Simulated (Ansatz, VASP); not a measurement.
# Sn2Ir: VASP beside Ansatz

Contents of INCAR:

```
SYSTEM = Sn2Ir
PREC = Accurate
ENCUT = 520
EDIFF = 1E-7
ISMEAR = -1
SIGMA = 0.03
LREAL = .False.
LASPH = .True.
NELM = 60
ALGO = Normal
ISIF = 2
LWAVE = .False.
LCHARG = .True.
LELF = .True.
LVHAR = .True.
NBANDS = 26
```

The input KPOINTS:

```
regular mesh
0
Gamma
  10 10 10
  0 0 0
```

The input POSCAR:

```
Sn2Ir
1.0
    0.0000000000      3.1477309028      3.1477309028
    3.1477309028      0.0000000000      3.1477309028
    3.1477309028      3.1477309028      0.0000000000
Sn Ir
2 1
Direct
    0.2500000000      0.2500000000      0.2500000000
    0.7500000000      0.7500000000      0.7500000000
    0.0000000000      0.0000000000      0.0000000000
```

Input for Ansatz:

```yaml
crystal:
  lattice:
    - [0.0, 3.1477309028, 3.1477309028]
    - [3.1477309028, 0.0, 3.1477309028]
    - [3.1477309028, 3.1477309028, 0.0]
  atoms:
    - { symbol: Sn, position: [0.25, 0.25, 0.25] }
    - { symbol: Sn, position: [0.75, 0.75, 0.75] }
    - { symbol: Ir, position: [0.0, 0.0, 0.0] }
kpoints:
  mp_grid: { grid: [10, 10, 10] }
  band_path:
    path:
      - [0.0, 0.0, 0.0]
      - [0.5, 0.0, 0.5]
      - [0.625, 0.25, 0.625]
      - [0.375, 0.375, 0.75]
      - [0.0, 0.0, 0.0]
      - [0.5, 0.5, 0.5]
      - [0.5, 0.25, 0.75]
      - [0.5, 0.0, 0.5]
    npoints: 5
scf:
  occupations: { method: fermi_dirac, width: 0.03 }
hamiltonian:
  xc: lda
  pseudopotentials: { kind: all_electron, lapw: { basis_error: 0.001 } }
output:
  forces: true
  stress: true
  eigenvalues: true
```

Change from the starting cell: volume scaled by 0.98.

Alike in both runs: task single point; functional LDA; k mesh 10 × 10 × 10; occupations fermi-dirac, width 0.03 eV; no spin polarisation.

|  | VASP | Ansatz |
| --- | --- | --- |
| version | VASP 6.6.1 | Ansatz 0.2.0 |
| potentials or method | VASP PAW LDA potentials, release 64 (Sn_d, Ir) | all-electron LAPW, scalar-relativistic |
| plane-wave cutoff (eV) | 520 | see its input |

```tsv
	VASP	Ansatz	Ansatz less VASP
pressure (GPa)	0.9	0.5	-0.38
```

Ansatz ran all-electron here, so the differences hold the error of VASP's frozen core and of both bases.

The runs have no spin-orbit coupling, so splittings on Ir are missing.
